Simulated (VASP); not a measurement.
# Co2TeS with RPBE: from relaxation to properties, part 2 of 2

Aim: relax Co2TeS, then compute properties on the relaxed cell. The cell is invented: it takes the structure of a Materials Project entry for Mg2TeS (space group 160 there), with some of its atoms replaced by other elements, volume scaled by an estimate. It may not be a known or stable phase.

VASP 6.6.1; RPBE, spin-polarised from a ferromagnetic start; plane waves and PAW (Te, Co, S); invented cell.

Still holding for the runs below: The magnetic state follows from one typed start and may not be the lowest.

So far. Step 4 (Density, ELF and potential (RPBE)): In this run the pressure is -0.08 GPa, small enough to go on. Step 5 (Band structure (RPBE)): There is no gap at this level. The relaxed cell has a = 3.757, c = 17.932 Å (conventional setting).

### Step 6. Total and projected DOS (RPBE)

Here the states are counted by energy and projected on the atoms. The mesh is finer than in the run before.

INCAR

```
SYSTEM = Co2TeS
PREC = Accurate
ENCUT = 400
EDIFF = 1E-06
NELM = 100
ISMEAR = -5
SIGMA = 0.05
LREAL = .FALSE.
ALGO = Normal
GGA = RP
NBANDS = 31
ISPIN = 2
MAGMOM = -0.026 0.566 0.481 0.041
LMAXMIX = 4
LORBIT = 11
LWAVE = .FALSE.
LCHARG = .FALSE.
KPAR = 2
NEDOS = 2001
```

POSCAR

```
Co2TeS
1.0
    1.8784615242      1.0845302393      5.9772850919
   -1.8784615242      1.0845302393      5.9772850919
    0.0000000000     -2.1690604786      5.9772850919
Te Co S
1 2 1
Direct
    0.8809363647      0.8809363647      0.8809363647
    0.0239557777      0.0239557777      0.0239557777
    0.4817333976      0.4817333976      0.4817333976
    0.3633771300      0.3633771300      0.3633771300
```

KPOINTS

```
Automatic mesh
0
Gamma
10 10 10
0 0 0
```

The projector-augmented-wave data sets are Te, Co and S (PBE family, release 64).

Run with:

```
$ mpirun -np 2 vasp_std
```

It took 14 min on 2 MPI ranks of AMD EPYC 7R43, shared host; peak memory 0.92 GiB.

With tetrahedra the forces and stress of a metal are not exact derivatives of the energy.

Numbers from this step:

| Quantity | Value |
| --- | --- |
| SCF cycles | 20 |
| irreducible k-points | 116 |
| Fermi energy | 7.502 eV |
| pressure | 0.04170 GPa |
| moment of the cell, from the last line of the log | 1.234 μB |
| DOS at the Fermi level | 2.783 states/eV/cell |

Spin moment in the PAW sphere by atom:

| atom | spin moment in the PAW sphere (μB) |
| --- | --- |
| Te1 | -0.031 |
| Co2 | 0.699 |
| Co3 | 0.504 |
| S4 | 0.049 |

The density of states has structure finer than the step of the table below, so its rows give means over 0.5 eV, whole bins alone (the curve runs from -12.0 to 4.97 eV). Peaks (eV: height): total up -1.66: 7.46, -1.43: 6.01, -1.27: 7.22, -1.18: 6.57; total down -1.63: 5.95, -1.18: 6.53, -0.84: 8.24, 0.26: 5.33; Co d up -1.66: 6.46, -1.43: 5.26, -1.27: 6.37, -1.18: 5.72; Co d down -1.63: 4.66, -1.18: 5.54, -0.90: 4.46, -0.84: 7.43; Te p up -4.00: 0.395, -3.63: 0.774, -3.44: 0.648, -2.96: 0.710.

States under -12.0 eV and over 5.0 eV are left out. Density of states against energy, zero at the Fermi level; means over each step; 7 of 11 lines; values in states/eV/cell:

| energy (eV) | total up | total down | Co d up | Co d down | Te p up | Te p down | S p up |
| --- | --- | --- | --- | --- | --- | --- | --- |
| -11.5 | 1.24 | 1.18 | 0.0373 | 0.0332 | 0.00189 | 0.00175 | 0.00266 |
| -11.0 | 0.00330 | 0 | 1.1e-4 | 0 | 1.2e-6 | 0 | 5.8e-6 |
| -10.5 | 0 | 0 | 0 | 0 | 0 | 0 | 0 |
| -10.0 | 0 | 0 | 0 | 0 | 0 | 0 | 0 |
| -9.5 | 0 | 0 | 0 | 0 | 0 | 0 | 0 |
| -9.0 | 0 | 0 | 0 | 0 | 0 | 0 | 0 |
| -8.5 | 0 | 0 | 0 | 0 | 0 | 0 | 0 |
| -8.0 | 0 | 0 | 0 | 0 | 0 | 0 | 0 |
| -7.5 | 0 | 0 | 0 | 0 | 0 | 0 | 0 |
| -7.0 | 0 | 0 | 0 | 0 | 0 | 0 | 0 |
| -6.5 | 0.146 | 0.0754 | 0.00839 | 0.00310 | 0.00907 | 0.00540 | 0.0398 |
| -6.0 | 2.16 | 1.77 | 0.245 | 0.156 | 0.157 | 0.130 | 0.574 |
| -5.5 | 1.42 | 1.53 | 0.261 | 0.208 | 0.139 | 0.184 | 0.339 |
| -5.0 | 1.51 | 1.06 | 0.413 | 0.212 | 0.0620 | 0.0666 | 0.476 |
| -4.5 | 1.43 | 2.00 | 0.346 | 0.466 | 0.122 | 0.108 | 0.393 |
| -4.0 | 1.24 | 1.25 | 0.360 | 0.289 | 0.253 | 0.253 | 0.129 |
| -3.5 | 2.32 | 1.71 | 0.947 | 0.561 | 0.519 | 0.404 | 0.142 |
| -3.0 | 1.73 | 1.56 | 0.908 | 0.603 | 0.385 | 0.406 | 0.0287 |
| -2.5 | 0.0489 | 0.925 | 0.0415 | 0.451 | 7.8e-5 | 0.240 | 4.0e-4 |
| -2.0 | 4.12 | 0 | 3.40 | 0 | 0.0414 | 0 | 0.0195 |
| -1.5 | 5.22 | 4.01 | 4.50 | 3.23 | 0.0596 | 0.0321 | 0.0211 |
| -1.0 | 3.05 | 5.30 | 2.52 | 4.54 | 0.0491 | 0.0591 | 0.0542 |
| -0.5 | 2.10 | 2.48 | 1.53 | 2.05 | 0.0519 | 0.0386 | 0.123 |
| 0.0 | 1.75 | 1.65 | 1.14 | 1.26 | 0.0969 | 0.0332 | 0.126 |
| 0.5 | 1.44 | 2.29 | 0.785 | 1.62 | 0.184 | 0.0936 | 0.0983 |
| 1.0 | 1.84 | 1.79 | 0.914 | 1.06 | 0.289 | 0.205 | 0.167 |
| 1.5 | 0.610 | 1.60 | 0.266 | 0.863 | 0.126 | 0.220 | 0.0634 |
| 2.0 | 0.151 | 0.435 | 0.0627 | 0.212 | 0.0378 | 0.0796 | 0.0158 |
| 2.5 | 2.4e-4 | 0.0670 | 9.8e-5 | 0.0325 | 6.5e-5 | 0.0130 | 2.6e-5 |
| 3.0 | 0 | 0 | 0 | 0 | 0 | 0 | 0 |
| 3.5 | 0.0486 | 0.00126 | 0.0100 | 3.1e-4 | 6.7e-4 | 1.1e-5 | 0.00105 |
| 4.0 | 0.437 | 0.341 | 0.0732 | 0.0684 | 0.00888 | 0.00606 | 0.0155 |
| 4.5 | 0.925 | 0.745 | 0.124 | 0.119 | 0.0240 | 0.0190 | 0.0417 |

The finer mesh and the other smearing move the Fermi level by +0.01 eV from the 7×7×7 run, a small shift, which tests the Fermi level alone. Of the states within 0.3 eV of the Fermi level, the largest shares in the PAW spheres are Co d 71 % and S p 6 %. The rest lies in smaller channels or between the spheres.

### Step 7. Field gradients at the nuclei (RPBE)

Field gradients probe how far the charge around each nucleus departs from cubic symmetry; LASPH keeps the non-spherical terms inside the spheres.

INCAR

```
SYSTEM = Co2TeS
PREC = Accurate
ENCUT = 400
EDIFF = 1E-07
NELM = 100
ISMEAR = -1
SIGMA = 0.05
LREAL = .FALSE.
ALGO = Normal
GGA = RP
NBANDS = 23
ISPIN = 2
MAGMOM = -0.026 0.566 0.481 0.041
LMAXMIX = 4
LORBIT = 11
LWAVE = .FALSE.
LCHARG = .FALSE.
KPAR = 2
LEFG = .TRUE.
LASPH = .TRUE.
```

POSCAR is that of step 6.

KPOINTS

```
Automatic mesh
0
Gamma
7 7 7
0 0 0
```

Run with:

```
$ mpirun -np 2 vasp_std
```

Elapsed: 94 s, on 2 MPI ranks; peak memory 0.64 GiB.

The run was stopped at its time limit, by a STOPCAR file.

More ranks or a longer limit would be the way on.

### Step 8. Summary of results

| Property | Result |
| --- | --- |
| relaxed volume | 18.27 Å³/atom |
| relaxed conventional cell a, b, c | 3.757, 3.757, 17.932 Å; angles 90.0, 90.0, 120.0° |
| space group after relaxing, within 0.02 Å | R3m (No. 160) |
| moment of the cell (10×10×10 mesh) | 1.23 μB |
| largest site moment (10×10×10 mesh) | 0.699 μB on Co2 |
| band gap | none, a metal |
| DOS at the Fermi level | 2.78 states/eV/cell |

What this shows: With RPBE, Co2TeS relaxes to 18.27 Å³/atom in space group R3m, comes out as a metal and keeps moments of up to 0.699 μB (10×10×10 mesh). Not obtained: field gradients at the nuclei (RPBE), because the run hit its time limit. Band structure (RPBE), spin up: Of the bands kept, 4 cross the Fermi level on this path. Band structure (RPBE), spin down: Of the bands kept, 2 cross the Fermi level on this path. Spin-orbit coupling is left out, and with elements this heavy it would split and shift bands near the Fermi level. The k-sampling is coarse for a metal, so the Fermi level, moments, pressures and the shape of the cell carry errors. Only the typed magnetic starts were tried, so the magnetic ground state may differ and with it the other results. No search among competing phases was made. All values are for a static lattice at zero temperature.

[Lines on the potential files, build, host, timing and source positions are cut from VASP's logs without a mark.]

[Logs are printed without paths, hosts, clocks, repeated set-up lines and the standing remarks that a program may print on its own settings, such as how far it seeks lower states.]

[Hosts, paths, dates, database ids (printed as entryN), source tags and the programs' standing remarks are cut or masked in the printed files.]

[A measured line is paired with the nearest computed mode of its activity, which favours agreement.]
